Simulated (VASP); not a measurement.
Data:

```
CELL_PARAMETERS angstrom
      1.13651    -1.96849     0.00000
      1.13651     1.96849     0.00000
      0.00000     0.00000     3.55267
ATOMIC_POSITIONS crystal
  Be 0.33333 0.66667 0.25000
  Be 0.66667 0.33333 0.75000
```

Level of theory: optB88-vdW, VASP's PBE PAW potentials (set 64) (plane waves; VASP). Run with 520 eV cut-off, Gaussian smearing of 0.050 eV, potentials Be.

**Question.** What does the run give for the band gap (along the path) with the smallest direct gap where there is one?

**Answer.** 
```
Property                                                     Result
-------------------------  ----------------------------------------
band gap (along the path)  none (metal, semimetal or under 0.01 eV)
```

The absolute energy has meaning only against runs of the same code, potentials and settings.

The compound is Be in the hcp structure. It was relaxed first.
